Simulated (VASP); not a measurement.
**GW on CaO (Lime)**

Aim: the quasiparticle gap of CaO (Lime), and what it costs to get it. The cell is of the rock-salt type, one of the forms listed for this formula. The start is a cell from a database of measured crystal structures.

Method: PBE; plane waves and PAW (Ca_sv_GW, O_GW), in the first sound run; inputs show where later runs differ, in VASP 6.6.1.

### 1. The structure

Symmetry: Fm-3m, No. 225, cubic system. Conventional cell: a = 4.813 Å, b = 4.813 Å, c = 4.813 Å, α = 90.00°, β = 90.00°, γ = 90.00°. Ca has 6 O at 2.41 Å nearest. Nearest to O lie 6 Ca at 2.41 Å. Farther neighbours and most contacts between anions are not listed.

Structure file:

```xyz
2
Lattice="0.0000 2.4065 2.4065 2.4065 0.0000 2.4065 2.4065 2.4065 0.0000" Properties=species:S:1:pos:R:3 pbc="T T T"
Ca    0.0000    0.0000    0.0000
O     2.4065    2.4065    2.4065
```

### 2. Ground state

The orbitals come from a self-consistent PBE run with a tight EDIFF and a narrow smearing. KPOINTS_OPT adds the bands along a path, which shows whether the mesh holds the band edges.

Contents of INCAR:

```
SYSTEM = CaO
PREC = Accurate
ENCUT = 440
EDIFF = 1E-08
NELM = 100
ISMEAR = 0
SIGMA = 0.01
LREAL = .FALSE.
ALGO = Normal
GGA = PE
NBANDS = 14
LORBIT = 11
LWAVE = .TRUE.
LCHARG = .FALSE.
KPAR = 8
```

Contents of POSCAR:

```
CaO
1.0
    0.0000000000      2.4065000000      2.4065000000
    2.4065000000      0.0000000000      2.4065000000
    2.4065000000      2.4065000000      0.0000000000
Ca O
1 1
Direct
    0.0000000000      0.0000000000      0.0000000000
    0.5000000000      0.5000000000      0.5000000000
```

Contents of KPOINTS:

```
Automatic mesh
0
Gamma
4 4 4
0 0 0
```

Contents of KPOINTS_OPT:

```
Line mode
12
Line-mode
Reciprocal
  0.00000000   0.00000000   0.00000000 GAMMA
  0.50000000   0.00000000   0.50000000 X

  0.50000000   0.00000000   0.50000000 X
  0.50000000   0.25000000   0.75000000 W

  0.50000000   0.25000000   0.75000000 W
  0.37500000   0.37500000   0.75000000 K

  0.37500000   0.37500000   0.75000000 K
  0.00000000   0.00000000   0.00000000 GAMMA

  0.00000000   0.00000000   0.00000000 GAMMA
  0.50000000   0.50000000   0.50000000 L

  0.50000000   0.50000000   0.50000000 L
  0.62500000   0.25000000   0.62500000 U

  0.62500000   0.25000000   0.62500000 U
  0.50000000   0.25000000   0.75000000 W

  0.50000000   0.25000000   0.75000000 W
  0.50000000   0.50000000   0.50000000 L

  0.50000000   0.50000000   0.50000000 L
  0.37500000   0.37500000   0.75000000 K

  0.62500000   0.25000000   0.62500000 U
  0.50000000   0.00000000   0.50000000 X
```

The projector-augmented-wave data sets are Ca_sv_GW and O_GW (PBE family, release 64).

On the command line:

```
> mpirun -np 8 vasp_std
```

The program printed:

```text
[banner, memory and clock lines left out]
running    8 mpi-ranks, on    1 nodes
 distrk:  each k-point on    1 cores,    8 groups
 distr:  one band on    1 cores,    1 groups

 POSCAR found type information on POSCAR CaO
 POSCAR found :  2 types and       2 ions
|                                                                             |
|           W    W    AA    RRRRR   N    N  II  N    N   GGGG   !!!           |
|           W    W   A  A   R    R  NN   N  II  NN   N  G    G  !!!           |
|           W    W  A    A  R    R  N N  N  II  N N  N  G       !!!           |
|           W WW W  AAAAAA  RRRRR   N  N N  II  N  N N  G  GGG   !            |
|           WW  WW  A    A  R   R   N   NN  II  N   NN  G    G                |
|           W    W  A    A  R    R  N    N  II  N    N   GGGG   !!!           |
|                                                                             |
|     For optimal performance we recommend to set                             |
|       NCORE = 2 up to number-of-cores-per-socket                            |
|     NCORE specifies how many cores store one orbital (NPAR=cpu/NCORE).      |
|     This setting can greatly improve the performance of VASP for DFT.       |
|     The default, NCORE=1 might be grossly inefficient on modern             |
|     multi-core architectures or massively parallel machines. Do your        |
|     Unfortunately you need to use the default for GW and RPA                |
|     calculations (for HF NCORE is supported but not extensively tested      |
|     yet).                                                                   |
|                                                                             |

 LDA part: xc-table for (Slater+PW92), standard interpolation
 POSCAR, INCAR and KPOINTS ok, starting setup
 FFT: planning ... GRIDC
 FFT: planning ... GRID_SOFT
 FFT: planning ... GRID
 WAVECAR not read
 entering main loop
       N       E                     dE             d eps       ncg     rms          rms(c)
DAV:   1     0.174948991198E+03    0.17495E+03   -0.71102E+03   224   0.107E+03
DAV:   2    -0.582529011536E+01   -0.18077E+03   -0.15968E+03   286   0.458E+02
DAV:   3    -0.214988242310E+02   -0.15674E+02   -0.15238E+02   364   0.139E+02
DAV:   4    -0.218590823978E+02   -0.36026E+00   -0.35990E+00   310   0.196E+01
DAV:   5    -0.218613550523E+02   -0.22727E-02   -0.22717E-02   296   0.145E+00    0.127E+01
DAV:   6    -0.179772938917E+02    0.38841E+01   -0.11144E+01   378   0.443E+01    0.151E+01
DAV:   7    -0.178381830130E+02    0.13911E+00   -0.52885E-01   270   0.931E+00    0.726E+00
DAV:   8    -0.177674569591E+02    0.70726E-01   -0.17522E-01   310   0.589E+00    0.142E+00
DAV:   9    -0.177681915839E+02   -0.73462E-03   -0.11950E-02   358   0.171E+00    0.270E-01
DAV:  10    -0.177680878821E+02    0.10370E-03   -0.45046E-03   272   0.107E+00    0.684E-02
DAV:  11    -0.177680385040E+02    0.49378E-04   -0.27278E-04   290   0.314E-01    0.336E-02
DAV:  12    -0.177680603812E+02   -0.21877E-04   -0.53920E-05   294   0.929E-02    0.263E-02
DAV:  13    -0.177680601105E+02    0.27075E-06   -0.51562E-06   366   0.363E-02    0.223E-02
DAV:  14    -0.177680604296E+02   -0.31911E-06   -0.46139E-07   346   0.119E-02    0.329E-03
DAV:  15    -0.177680607387E+02   -0.30910E-06   -0.63739E-08   236   0.318E-03    0.381E-03
DAV:  16    -0.177680606720E+02    0.66691E-07   -0.30552E-09   172   0.102E-03    0.197E-03
DAV:  17    -0.177680606417E+02    0.30293E-07   -0.14152E-09   118   0.583E-04    0.989E-04
DAV:  18    -0.177680606112E+02    0.30531E-07   -0.19275E-09   130   0.585E-04    0.631E-05
DAV:  19    -0.177680606134E+02   -0.22135E-08   -0.68299E-10   118   0.534E-04
   1 F= -.17768061E+02 E0= -.17768061E+02  d E =-.329643E-39
 Start KPOINTS_OPT (optional k-point list driver)
k-point batch [1-8\120]
       N       E                     dE             ncg
DAV:   1     0.405168451820E+03   -0.83831E+03      224
DAV:   2    -0.996627292841E+03   -0.14018E+04      244
DAV:   3    -0.116462280786E+04   -0.16800E+03      402
DAV:   4    -0.116982338275E+04   -0.52006E+01      288
DAV:   5    -0.116985550443E+04   -0.32122E-01      294
DAV:   6    -0.116985667262E+04   -0.11682E-02      302
DAV:   7    -0.116985668053E+04   -0.79101E-05      306
DAV:   8    -0.116985668075E+04   -0.22076E-06      282
DAV:   9    -0.116985668075E+04   -0.20334E-08      228
[...]
k-point batch [113-120\120]
       N       E                     dE             ncg
DAV:   1     0.334624845443E+03   -0.46895E+04      224
DAV:   2    -0.103867774507E+04   -0.13733E+04      244
DAV:   3    -0.119147601505E+04   -0.15280E+03      386
DAV:   4    -0.119444884876E+04   -0.29728E+01      284
DAV:   5    -0.119451956170E+04   -0.70713E-01      314
DAV:   6    -0.119452165600E+04   -0.20943E-02      318
DAV:   7    -0.119452171086E+04   -0.54866E-04      308
DAV:   8    -0.119452171222E+04   -0.13626E-05      306
DAV:   9    -0.119452171225E+04   -0.27739E-07      308
DAV:  10    -0.119452171225E+04    0.16598E-09      196
 writing wavefunctions
```

Wall time 3.4 s (8 MPI ranks of Intel Xeon Platinum 8559C (Emerald Rapids), shared host); peak memory 1 GiB; 20 s of CPU time.

The logs omit lines about the potential files and the build; timing stands in the text.

OUTCAR, selected parts (step 2):

```text
ion  position               nearest neighbor table
   1  0.000  0.000  0.000-   2 2.41   2 2.41   2 2.41   2 2.41   2 2.41   2 2.41
   2  0.500  0.500  0.500-   1 2.41   1 2.41   1 2.41   1 2.41   1 2.41   1 2.41

  LATTYP: Found a face centered cubic cell.
 ALAT       =     4.8130000000

 Subroutine GETGRP returns: Found 48 space group operations
 (whereof 48 operations were pure point group operations)

The static configuration has the point symmetry O_h .

 Found      8 irreducible k-points:

   k-points           NKPTS =      8   k-points in BZ     NKDIM =      8   number of bands    NBANDS=     14

   dimension x,y,z NGX =    24 NGY =   24 NGZ =   24
   dimension x,y,z NGXF=    48 NGYF=   48 NGZF=   48

   ENCUT  =  440.0 eV  32.34 Ry    5.69 a.u.   5.82  5.82  5.82*2*pi/ulx,y,z

   NELECT =      16.0000    total number of electrons

 k-points in reciprocal lattice and weights: Automatic mesh
   0.00000000  0.00000000  0.00000000       0.016
   0.25000000  0.00000000  0.00000000       0.125
   0.50000000  0.00000000  0.00000000       0.062
   0.25000000  0.25000000  0.00000000       0.094
   0.50000000  0.25000000  0.00000000       0.375
  -0.25000000  0.25000000  0.00000000       0.188
   0.50000000  0.50000000  0.00000000       0.047
  -0.25000000  0.50000000  0.25000000       0.094

 average (electrostatic) potential at core
       1 -92.2588       2 -67.9904

 E-fermi :   4.6872

 k-point     1 :       0.0000    0.0000    0.0000
  band No.  band energies     occupation
    ...
      4     -13.8327      2.00000
      5     -10.9170      2.00000
      6       4.5962      2.00000
      7       4.5962      2.00000
      8       4.5962      2.00000
      9       9.2893      0.00000
     10      10.8145      0.00000
     11      10.8145      0.00000
     12      10.8145      0.00000
     13      12.3075      0.00000
    ...

 k-point     2 :       0.2500    0.0000    0.0000
  band No.  band energies     occupation
    ...
      4     -13.8602      2.00000
      5     -10.2654      2.00000
      6       3.0737      2.00000
      7       3.9443      2.00000
      8       3.9443      2.00000
      9      10.8366      0.00000
     10      11.4207      0.00000
     11      11.7621      0.00000
     12      11.7621      0.00000
     13      13.5468      0.00000
    ...

 k-point     3 :       0.5000    0.0000    0.0000
  band No.  band energies     occupation
    ...
      4     -13.8868      2.00000
      5      -9.7521      2.00000
      6       1.9801      2.00000
      7       3.4107      2.00000
      8       3.4107      2.00000
      9      11.6303      0.00000
     10      12.9247      0.00000
     11      12.9247      0.00000
     12      13.0424      0.00000
     13      14.9784      0.00000
    ...

  Total       -0.2938309     -0.2938309     -0.2938309     -0.0000000      0.0000000     -0.0000000
  in kB      -16.8896450    -16.8896450    -16.8896450     -0.0000000      0.0000000     -0.0000000
  external PRESSURE =     -16.8896450 kB  Pullay stress =       0.0000000 kB

  energy-cutoff  :      440.00
  volume of cell :       27.87
      direct lattice vectors                 reciprocal lattice vectors
     0.000000000  2.406500000  2.406500000    -0.207770621  0.207770621  0.207770621
     2.406500000  0.000000000  2.406500000     0.207770621 -0.207770621  0.207770621
     2.406500000  2.406500000  0.000000000     0.207770621  0.207770621 -0.207770621

 POSITION                                       TOTAL-FORCE (eV/Angst)
 -----------------------------------------------------------------------------------
      0.00000      0.00000      0.00000         0.000000      0.000000     -0.000000
      2.40650      2.40650      2.40650        -0.000000     -0.000000      0.000000
 -----------------------------------------------------------------------------------
    total drift:                                0.000000     -0.000000     -0.000000

  FREE ENERGIE OF THE ION-ELECTRON SYSTEM (eV)
  ---------------------------------------------------
  free  energy   TOTEN  =       -17.7680606134 eV

  energy  without entropy=      -17.7680606134  energy(sigma->0) =      -17.76806061

 total charge
# of ion       s       p       d       tot
------------------------------------------
    1        2.214   5.928   0.330   8.473
    2        1.533   3.414   0.000   4.947
--------------------------------------------------
tot          3.748   9.342   0.330  13.420

[... 3 further parts left out ...]
```

This step gave:

| Item | Value |
| --- | --- |
| free energy (TOTEN) | -17.77 eV |
| Fermi energy | 4.687 eV |
| pressure | -1.689 GPa |
| least gap on mesh and path | 3.647 eV |
| least direct gap on mesh and path | 4.027 eV |

The highest empty bands on the path are converged less tightly, to about 0.1 eV. The electronic bands at the labelled points (eV, zero at the valence-band top; v1 is the highest filled band, c1 the lowest empty one):

| point | v3 | v2 | v1 | c1 | c2 | c3 | c4 |
| --- | --- | --- | --- | --- | --- | --- | --- |
| Γ | 0.00 | 0.00 | 0.00 | 4.69 | 6.22 | 6.22 | 6.22 |
| 0.45 of the way | -1.59 | -0.27 | -0.27 | 4.88 | 6.37 | 7.80 | 7.80 |
| X | -1.31 | -0.38 | -0.38 | 3.65 | 8.01 | 8.87 | 9.50 |
| 0.45 of the way | -1.28 | -0.78 | -0.62 | 4.34 | 8.22 | 8.44 | 9.30 |
| W | -1.27 | -1.07 | -1.07 | 6.30 | 6.30 | 8.35 | 9.50 |
| 0.45 of the way | -1.30 | -1.17 | -0.89 | 5.52 | 7.23 | 8.41 | 9.36 |
| K | -1.33 | -1.22 | -0.78 | 5.13 | 7.97 | 8.53 | 9.02 |
| 0.45 of the way | -1.91 | -0.99 | -0.64 | 6.17 | 7.17 | 7.36 | 8.14 |
| Γ | 0.00 | 0.00 | 0.00 | 4.69 | 6.22 | 6.22 | 6.22 |
| 0.45 of the way | -1.34 | -0.57 | -0.57 | 6.18 | 6.57 | 7.02 | 7.02 |
| L | -2.62 | -1.19 | -1.19 | 7.03 | 8.33 | 8.33 | 8.45 |
| 0.45 of the way | -2.23 | -1.15 | -1.08 | 6.66 | 7.31 | 8.48 | 9.05 |
| U | -1.33 | -1.22 | -0.78 | 5.13 | 7.97 | 8.53 | 9.02 |
| 0.45 of the way | -1.31 | -1.19 | -0.86 | 5.40 | 7.41 | 8.44 | 9.30 |
| W | -1.27 | -1.07 | -1.07 | 6.30 | 6.30 | 8.35 | 9.50 |
| 0.45 of the way | -1.95 | -1.11 | -1.03 | 6.68 | 6.72 | 8.81 | 8.83 |
| L | -2.62 | -1.19 | -1.19 | 7.03 | 8.33 | 8.33 | 8.45 |
| 0.45 of the way | -2.23 | -1.15 | -1.08 | 6.66 | 7.31 | 8.48 | 9.05 |
| K | -1.33 | -1.22 | -0.78 | 5.13 | 7.97 | 8.53 | 9.02 |
| jump to U | -1.33 | -1.22 | -0.78 | 5.13 | 7.97 | 8.53 | 9.02 |
| 0.45 of the way | -1.29 | -0.75 | -0.53 | 4.15 | 8.23 | 8.82 | 9.16 |
| X | -1.31 | -0.38 | -0.38 | 3.65 | 8.01 | 8.87 | 9.50 |

Of the projections kept (Ca, O), the largest for each band there; the rest of the weight can lie on other orbitals:

| point | v3 | v2 | v1 | c1 | c2 | c3 | c4 |
| --- | --- | --- | --- | --- | --- | --- | --- |
| Γ | O 0.99 | O 0.99 | O 0.99 | Ca 0.78 | Ca 1.00 | Ca 1.00 | Ca 1.00 |
| X | O 0.88 | O 0.96 | O 0.96 | Ca 1.00 | Ca 0.89 | Ca 1.00 | Ca 1.00 |
| W | O 0.82 | O 0.88 | O 0.88 | Ca 0.82 | Ca 0.82 | Ca 0.92 | Ca 1.00 |
| K | O 0.82 | O 0.87 | O 0.89 | Ca 0.86 | Ca 0.81 | Ca 0.89 | Ca 1.00 |
| Γ | O 0.99 | O 0.99 | O 0.99 | Ca 0.78 | Ca 1.00 | Ca 1.00 | Ca 1.00 |
| L | O 0.67 | O 0.83 | O 0.83 | Ca 0.68 | Ca 0.93 | Ca 0.93 | Ca 0.64 |

The electronic bands as a text plot (rows in eV, shown from -2.6 to 6.2 only):

```
    6.0 |++ +        ++      +++++++++       +              +
    5.7 |  +           +       +              +  +
    5.3 | + +           ++      +   +          ++            +
    4.9 |+          +            + +
    4.6 |    +                    +                           +
    4.2 |     +    +
    3.8 |      ++++                                            ++
    3.5 |
    3.1 |
    2.7 |
    2.4 |
    2.0 |
    1.6 |
    1.2 |
    0.9 |
    0.5 |
    0.1 |*                       **
   -0.2 |*********             *** ***                          *
   -0.6 | *       **         ****   * *                       ***
   -1.0 |  *        ************     * **   ***********   *****
   -1.3 |   *   **********               ***********  ***********
   -1.7 |    ***              *       *       *     *       *
   -2.1 |                 ****         *    **       *     *
   -2.4 |                               ****          *****
         Γ       X    W  K        Γ      L     U  W     L   K|U X
```

The cell has a gap of 3.65 eV on mesh and path.

### 3. Empty bands, functional PBE

ALGO = Exact makes the empty bands from the converged ground state in one step. LOPTICS writes the k-derivatives of the orbitals (WAVEDER), which give the long-wavelength limit of the screening.

Contents of INCAR:

```
SYSTEM = CaO
PREC = Accurate
ENCUT = 440
ISMEAR = 0
SIGMA = 0.01
LREAL = .FALSE.
GGA = PE
NBANDS = 184
ALGO = Exact
NELM = 1
LWAVE = .TRUE.
LCHARG = .FALSE.
LOPTICS = .TRUE.
NEDOS = 1000
CSHIFT = 0.1
```

POSCAR is that of step 2.

KPOINTS is that of step 2.

On the command line:

```
> mpirun -np 8 vasp_std
```

The program printed:

```text
[banner, memory and clock lines left out]
running    8 mpi-ranks, on    1 nodes
 distrk:  each k-point on    8 cores,    1 groups
 distr:  one band on    1 cores,    8 groups

 POSCAR found type information on POSCAR CaO
 POSCAR found :  2 types and       2 ions
 [... a notice as in an earlier step ...]

 LDA part: xc-table for (Slater+PW92), standard interpolation
 found WAVECAR, reading the header
  number of bands has changed, file:    14 present:   184
  trying to continue reading WAVECAR, but it might fail
 POSCAR, INCAR and KPOINTS ok, starting setup
 FFT: planning ... GRIDC
 FFT: planning ... GRID_SOFT
 FFT: planning ... GRID
 reading WAVECAR
 random initialization beyond band           14
 the WAVECAR file was read successfully
 initial charge from wavefunction
 entering main loop
       N       E                     dE             d eps       ncg     rms          rms(c)
DIA:   1    -0.177680606135E+02   -0.17768E+02    0.00000E+00     0   0.000E+00
   1 F= -.17768061E+02 E0= -.17768061E+02  d E =0.000000E+00
 writing wavefunctions
 optical routines
 imaginary and real dielectric function
 recalculating local potential from charge density
 direction            1
 direction            2
 direction            3
```

Elapsed: 2.2 s, on 8 MPI ranks; peak memory 0.94 GiB; 11 s of CPU time.

OUTCAR, selected parts (step 3):

```text
The static configuration has the point symmetry O_h .

 Found      8 irreducible k-points:

   k-points           NKPTS =      8   k-points in BZ     NKDIM =      8   number of bands    NBANDS=    184

   NELECT =      16.0000    total number of electrons

 E-fermi :   4.8206

 k-point     2 :       0.2500    0.0000    0.0000
  band No.  band energies     occupation
    ...
      4     -13.8602      2.00000
      5     -10.2655      2.00000
      6       3.0737      2.00000
      7       3.9443      2.00000
      8       3.9443      2.00000
      9      10.8366      0.00000
     10      11.4207      0.00000
     11      11.7621      0.00000
     12      11.7621      0.00000
     13      13.5468      0.00000
    ...

 k-point     3 :       0.5000    0.0000    0.0000
  band No.  band energies     occupation
    ...
      4     -13.8868      2.00000
      5      -9.7521      2.00000
      6       1.9801      2.00000
      7       3.4106      2.00000
      8       3.4107      2.00000
      9      11.6303      0.00000
     10      12.9247      0.00000
     11      12.9247      0.00000
     12      13.0424      0.00000
     13      14.9784      0.00000
    ...

  Total       -0.2937517     -0.2937517     -0.2937517      0.0000000      0.0000000     -0.0000000
  in kB      -16.8850907    -16.8850907    -16.8850907      0.0000000      0.0000000     -0.0000000
  external PRESSURE =     -16.8850907 kB  Pullay stress =       0.0000000 kB

 POSITION                                       TOTAL-FORCE (eV/Angst)
 -----------------------------------------------------------------------------------
      0.00000      0.00000      0.00000         0.000000      0.000000      0.000000
      2.40650      2.40650      2.40650         0.000000      0.000000      0.000000
 -----------------------------------------------------------------------------------
    total drift:                                0.000000     -0.000000     -0.000000

  FREE ENERGIE OF THE ION-ELECTRON SYSTEM (eV)
  ---------------------------------------------------
  free  energy   TOTEN  =       -17.7680606135 eV

  energy  without entropy=      -17.7680606135  energy(sigma->0) =      -17.76806061

 plasma frequency squared (from intraband transitions) (eV^2)
  --------------------------------------------------------------------------------------
       0.000       0.000       0.000
       0.000       0.000       0.000
       0.000       0.000       0.000

[... 11 parts as in an earlier step ...]

[... 1 further part left out ...]
```

The gap is read on the k-mesh alone, so it is an upper bound where the band edges lie off the mesh.

A gap read on the k-mesh alone can miss the band edges.

Numbers from this step:

| Item | Value |
| --- | --- |
| gap on the k-mesh | 3.647 eV |
| least direct gap on the k-mesh | 4.027 eV |

WAVECAR now holds 184 bands for 16 electrons. Its independent-particle dielectric tensor has xx, yy, zz = 4.0, 4.0, 4.0 on this mesh, which isn't tested for convergence in mesh or bands and lacks local fields.

(Continued in part 2 of 5.)

[Lines on the potential files, build, host, timing and source positions are cut from VASP's logs without a mark.]

[Logs are printed without paths, hosts, clocks, repeated set-up lines and the standing remarks that a program may print on its own settings, such as how far it seeks lower states.]

[Hosts, paths, dates, database ids (printed as entryN), source tags and the programs' standing remarks are cut or masked in the printed files.]

[Pressures printed for these runs are not shown converged in the cutoff: they can be off by several GPa and have the wrong sign.]
